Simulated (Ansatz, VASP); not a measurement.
## Ba2CeSnO6 in two plane-wave programs

Wanted: the spread between two codes on one cell, functional and k mesh. The cell is taken from a series of runs on this material, whose earlier steps may have relaxed, scaled, displaced or heated it; both programs get it as it stands.

Main program and level: Ansatz 0.2.0; plane waves, with VASP 6.6.1 beside it; G0W0 gap at PBE, DFT+U.

In doubt: one-shot GW on d or f shells is unsure (step 3), so the values of those runs are not to be relied on.

### 1. Set-up

The structure is cubic, space group Fm-3m (No. 225). The conventional cell has a = 8.659 Å, b = 8.659 Å, c = 8.659 Å, α = 90.00°, β = 90.00°, γ = 90.00°. Nearest to Ba lie 12 O at 3.06 Å. Nearest to Ce lie 6 O at 2.23 Å. Sn has 6 O at 2.10 Å nearest. O has 1 Sn at 2.10 Å and 1 Ce at 2.23 Å and 4 Ba at 3.06 Å nearest. Farther neighbours and most contacts between anions are not listed.

As a file:

```xyz
10
Lattice="0.0000 4.3295 4.3295 4.3295 0.0000 4.3295 4.3295 4.3295 0.0000" Properties=species:S:1:pos:R:3 pbc="T T T"
Ba    2.1647    2.1647    2.1647
Ba    6.4942    6.4942    6.4942
Ce    0.0000    0.0000    0.0000
Sn    4.3295    4.3295    4.3295
O     2.2329    4.3295    4.3295
O     6.4260    4.3295    4.3295
O     4.3295    2.2329    4.3295
O     4.3295    6.4260    4.3295
O     4.3295    4.3295    2.2329
O     4.3295    4.3295    6.4260
```

### 2. VASP: G0W0 gap, PBE, DFT+U

Quasiparticle shifts depend on high empty states and on the cores, so they are the hardest test of two PAW sets.

Lines of VASP's logs that name or quote its potential files are left out, and so is its time.

The run reads the wave functions of an earlier VASP run, which isn't shown here.

INCAR

```
SYSTEM = Ba2CeSnO6
PREC = Accurate
ENCUT = 440
ISMEAR = 0
SIGMA = 0.01
LREAL = .FALSE.
GGA = PE
NBANDS = 718
LASPH = .TRUE.
LMAXMIX = 6
ALGO = EVGW0
NELMGW = 1
ENCUTGW = 150
NOMEGA = 64
PRECFOCK = Fast
NBANDSGW = 49
LWAVE = .FALSE.
LCHARG = .FALSE.
```

POSCAR

```
Ba2CeSnO6
1.0
    0.0000000000      4.3294890400      4.3294890400
    4.3294890400      0.0000000000      4.3294890400
    4.3294890400      4.3294890400      0.0000000000
Ba Ce Sn O
2 1 1 6
Direct
    0.2500000000      0.2500000000      0.2500000000
    0.7500000000      0.7500000000      0.7500000000
    0.0000000000      0.0000000000      0.0000000000
    0.5000000000      0.5000000000      0.5000000000
    0.7421251800      0.2578748200      0.2578748200
    0.2578748200      0.7421251800      0.7421251800
    0.2578748200      0.7421251800      0.2578748200
    0.7421251800      0.2578748200      0.7421251800
    0.2578748200      0.2578748200      0.7421251800
    0.7421251800      0.7421251800      0.2578748200
```

KPOINTS

```
Automatic mesh
0
Gamma
2 2 2
0 0 0
```

PAW data sets: Ba_sv_GW, Ce_GW, Sn_d_GW and O_GW (PBE family, release 64).

Command:

```
$ export OMP_NUM_THREADS=3
$ mpirun -np 1 vasp_std
```

Numbers of over 12 decimals in the logs are rounded to 6 here.

The program printed:

```text
[banner, memory and clock lines left out]
running    1 mpi-ranks, on    1 nodes
 distrk:  each k-point on    1 cores,    1 groups
 distr:  one band on    1 cores,    1 groups
 Offloading initialized ...    1 GPUs detected
 POSCAR found type information on POSCAR BaCeSnO
 POSCAR found :  4 types and      10 ions
|                                                                             |
|           W    W    AA    RRRRR   N    N  II  N    N   GGGG   !!!           |
|           W    W   A  A   R    R  NN   N  II  NN   N  G    G  !!!           |
|           W    W  A    A  R    R  N N  N  II  N N  N  G       !!!           |
|           W WW W  AAAAAA  RRRRR   N  N N  II  N  N N  G  GGG   !            |
|           WW  WW  A    A  R   R   N   NN  II  N   NN  G    G                |
|           W    W  A    A  R    R  N    N  II  N    N   GGGG   !!!           |
|                                                                             |
|     The default for ENCUTGWSOFT is different in this version of VASP.       |
|     please manually set ENCUTGWSOFT =150 in the INCAR file.                 |
|                                                                             |

 LDA part: xc-table for (Slater+PW92), standard interpolation
 found WAVECAR, reading the header
 POSCAR, INCAR and KPOINTS ok, starting setup
 FFT: planning ... GRIDC
 FFT: planning ... GRID_SOFT
 FFT: planning ... GRID
 reading WAVECAR
 the WAVECAR file was read successfully
 initial charge from wavefunction
 available memory per node:   1652.59 GB, setting MAXMEM to   1692254

 The Fermi energy was updated, please check that it is located mid-gap
 values below the HOMO (VB) or above the LUMO (CB) will cause erroneous energies
 E-fermi :   5.4378

 calculate exact exchange contribution
 the WAVEDER file was read successfully
energies w=
    0.000    0.000    0.840    0.000    1.678    0.000    2.513    0.000
    3.342    0.000    4.164    0.000    4.978    0.000    5.782    0.000
    6.577    0.000    7.361    0.000    8.134    0.000    8.897    0.000
    9.649    0.000   10.391    0.000   11.124    0.000   11.848    0.000
   12.565    0.000   13.275    0.000   13.980    0.000   14.681    0.000
   15.379    0.000   16.075    0.000   16.772    0.000   17.470    0.000
   18.172    0.000   18.879    0.000   19.593    0.000   20.316    0.000
   21.050    0.000   21.798    0.000   22.563    0.000   23.345    0.000
   24.150    0.000   24.980    0.000   25.839    0.000   26.731    0.000
   27.660    0.000   28.633    0.000   29.653    0.000   30.730    0.000
   31.870    0.000   33.083    0.000   34.379    0.000   35.771    0.000
   37.274    0.000   38.905    0.000   40.685    0.000   42.642    0.000
   44.806    0.000   47.218    0.000   49.927    0.000   52.997    0.000
   56.509    0.000   60.572    0.000   65.329    0.000   70.980    0.000
   77.804    0.000   86.208    0.000   96.810    0.000  110.590    0.000
  129.210    0.000  155.723    0.000  196.421    0.000  266.675    0.000
 responsefunction array rank=     700
 LDA part: xc-table for (Slater+PW92), standard interpolation

 min. memory requirement per mpi rank   1501.1 MB, per node   1501.1 MB

 allocating  64 responsefunctions rank=   700
 shmem allocating  64 responsefunctions rank=   700
 response function shared by NCSHMEM nodes    1
 Doing            64  frequencies on each core in blocks of            64
NQ=   1    0.0000    0.0000    0.0000,
|.........|.........|.........|.........|.........|.........|.........|.........
 performed        655000 updates of chi_q(r,r)
 total number of BLAS operations       2180.65 Gflops
NQ=   2    0.5000    0.0000    0.0000,
|.........|.........|.........|.........|.........|.........|.........|.........
 performed       1662000 updates of chi_q(r,r)
 total number of BLAS operations       6128.18 Gflops
NQ=   3    0.5000    0.5000    0.0000,
|.........|.........|.........|.........|.........|.........|.........|.........
 performed       2598000 updates of chi_q(r,r)
 total number of BLAS operations       9716.45 Gflops
 resolving degeneracies of screened two electron integrals

 calculate QP shifts <psi_nk| G(iteration)W_0 |psi_nk>: iteration 1
 entering main loop
```

From OUTCAR (step 2):

```text
ion  position               nearest neighbor table
   1  0.250  0.250  0.250-
   2  0.750  0.750  0.750-
   3  0.000  0.000  0.000-   5 2.23   6 2.23   7 2.23   8 2.23   9 2.23  10 2.23
   4  0.500  0.500  0.500-   5 2.10   6 2.10   7 2.10   8 2.10   9 2.10  10 2.10
   5  0.742  0.258  0.258-   4 2.10   3 2.23
   6  0.258  0.742  0.742-   4 2.10   3 2.23
   7  0.258  0.742  0.258-   4 2.10   3 2.23
   8  0.742  0.258  0.742-   4 2.10   3 2.23
   9  0.258  0.258  0.742-   4 2.10   3 2.23
  10  0.742  0.742  0.258-   4 2.10   3 2.23

  LATTYP: Found a face centered cubic cell.
 ALAT       =     8.6589780800

 Subroutine GETGRP returns: Found 48 space group operations
 (whereof 48 operations were pure point group operations)

The static configuration has the point symmetry O_h .

 Found      3 irreducible k-points:

   k-points           NKPTS =      3   k-points in BZ     NKDIM =      8   number of bands    NBANDS=    718

   dimension x,y,z NGX =    42 NGY =   42 NGZ =   42
   dimension x,y,z NGXF=    84 NGYF=   84 NGZF=   84

   ENCUT  =  440.0 eV  32.34 Ry    5.69 a.u.  10.47 10.47 10.47*2*pi/ulx,y,z

   NELECT =      82.0000    total number of electrons

  energy-cutoff  :      440.00
  volume of cell :      162.31
      direct lattice vectors                 reciprocal lattice vectors
     0.000000000  4.329489040  4.329489040    -0.115487069  0.115487069  0.115487069
     4.329489040  0.000000000  4.329489040     0.115487069 -0.115487069  0.115487069
     4.329489040  4.329489040  0.000000000     0.115487069  0.115487069 -0.115487069

 k-points in reciprocal lattice and weights: Automatic mesh
   0.00000000  0.00000000  0.00000000       0.125
   0.50000000  0.00000000  0.00000000       0.500
   0.50000000  0.50000000  0.00000000       0.375

 E-fermi :   5.4378

 QP shifts <psi_nk| G(iteration)W_0 |psi_nk>: iteration 1
 for sc-GW calculations column KS-energies equals QP-energies in previous step
 and V_xc(KS)=  KS-energies - (<T + V_ion + V_H > + <T+V_H+V_ion>^1  + <V_x>^1)
 k-point   1 :       0.0000    0.0000    0.0000
  band No.  KS-energies  QP-energies   sigma(KS)   V_xc(KS)     V^pw_x(r,r')   Z            occupation Imag(sigma)
    ...
     38       3.5148       3.1225     -19.1402     -18.5854     -23.1546       0.7071       2.0000       0.1547
     39       4.2440       3.7016     -20.0017     -19.2446     -24.5475       0.7165       2.0000       0.1522
     40       4.2440       3.7016     -20.0017     -19.2446     -24.5475       0.7165       2.0000       0.1522
     41       4.2440       3.7016     -20.0017     -19.2446     -24.5475       0.7165       2.0000       0.1522
     42       6.6345       8.6638     -13.0048     -16.7166      -2.2930       0.5467       0.0000      -0.4276
     43       6.8919       8.9434     -13.4605     -17.1559      -3.3768       0.5551       0.0000      -0.4136
     44       6.8919       8.9434     -13.4605     -17.1559      -3.3768       0.5551       0.0000      -0.4136
     45       6.8919       8.9434     -13.4605     -17.1559      -3.3768       0.5551       0.0000      -0.4136
    ...

 k-point   2 :       0.5000    0.0000    0.0000
  band No.  KS-energies  QP-energies   sigma(KS)   V_xc(KS)     V^pw_x(r,r')   Z            occupation Imag(sigma)
    ...
     38       3.6886       3.1938     -19.0540     -18.3573     -23.2612       0.7102       2.0000       0.1570
     39       3.7268       3.1214     -19.4151     -18.5671     -24.0262       0.7139       2.0000       0.1644
     40       4.0637       3.7200     -19.7966     -19.3245     -23.5212       0.7280       2.0000       0.1305
     41       4.0637       3.7200     -19.7966     -19.3245     -23.5212       0.7280       2.0000       0.1305
     42       6.6315       8.7183     -12.9913     -16.6898      -2.3141       0.5642       0.0000      -0.4258
     43       6.7923       8.9356     -13.3990     -17.0371      -4.4555       0.5891       0.0000      -0.3386
     44       6.8513       8.9432     -13.2938     -17.0096      -3.1514       0.5630       0.0000      -0.4093
     45       6.8513       8.9432     -13.2938     -17.0096      -3.1514       0.5630       0.0000      -0.4093
    ...

 k-point   3 :       0.5000    0.5000    0.0000
  band No.  KS-energies  QP-energies   sigma(KS)   V_xc(KS)     V^pw_x(r,r')   Z            occupation Imag(sigma)
    ...
     38       3.4958       2.9493     -18.9513     -18.1944     -23.0654       0.7221       2.0000       0.1561
     39       3.6513       3.1464     -19.2205     -18.5181     -23.3513       0.7187       2.0000       0.1522
     40       3.6513       3.1464     -19.2205     -18.5181     -23.3513       0.7187       2.0000       0.1522
     41       4.2016       3.6507     -19.8847     -19.1148     -24.3971       0.7155       2.0000       0.1521
     42       6.6329       8.6731     -12.9946     -16.6925      -2.3163       0.5517       0.0000      -0.4259
     43       6.8401       8.9749     -13.3115     -17.0217      -3.2623       0.5754       0.0000      -0.4035
     44       6.8401       8.9749     -13.3115     -17.0217      -3.2623       0.5754       0.0000      -0.4035
     45       6.8877       8.9653     -13.3598     -17.0832      -3.1660       0.5580       0.0000      -0.4171
    ...
```

This run has no spin polarisation, so a moment on Ce, if there is one, isn't seen.

[end of part 1 of 2]

[Lines on the potential files, build, host, timing and source positions are cut from VASP's logs without a mark.]

[Logs are printed without paths, hosts, clocks, repeated set-up lines and the standing remarks that a program may print on its own settings, such as how far it seeks lower states.]

[Hosts, paths, dates, database ids (printed as entryN), source tags and the programs' standing remarks are cut or masked in the printed files.]
